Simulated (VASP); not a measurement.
```yaml
crystal:
  lattice:
    - [5.80877, 0.00000, 0.00000]
    - [0.00000, 5.80877, 0.00000]
    - [0.00000, 0.00000, 5.80877]
  atoms:
    - { symbol: Cs, position: [0.00000, 0.00000, 0.00000] }
    - { symbol: Pb, position: [0.50000, 0.50000, 0.50000] }
    - { symbol: Br, position: [0.50000, 0.00000, 0.50000] }
    - { symbol: Br, position: [0.00000, 0.50000, 0.50000] }
    - { symbol: Br, position: [0.50000, 0.50000, 0.00000] }
```

Method: PBE GGA with D3 dispersion (zero damping), VASP's PBE PAW potentials (set 64) (plane waves; VASP). Run with 520 eV cut-off, 4×4×4 Γ-centred mesh, Gaussian smearing of 0.050 eV, potentials Cs_sv Pb_d Br.

Unless said otherwise, spin-orbit coupling is left out, though it shifts the bands of the heavy elements here.

Question: What does the run give for the energy per atom (σ→0), pressure, band gap (on the k-mesh) with the smallest direct gap where there is one?

Answer: 
```json
{
 "band gap (on the k-mesh)": "1.39 eV",
 "smallest direct gap (on the k-mesh)": "1.39 eV",
 "energy per atom (σ→0)": "-3.395 eV/atom",
 "pressure": "1.73 GPa"
}
```

Total energies compare only between runs with the same potentials, cut-off and functional.

The compound is CsPbBr3 in the cubic perovskite structure, the ideal cubic form; the compound distorts at low or room temperature. This cell is one point of a volume scan, at 0.94 of the reference volume.
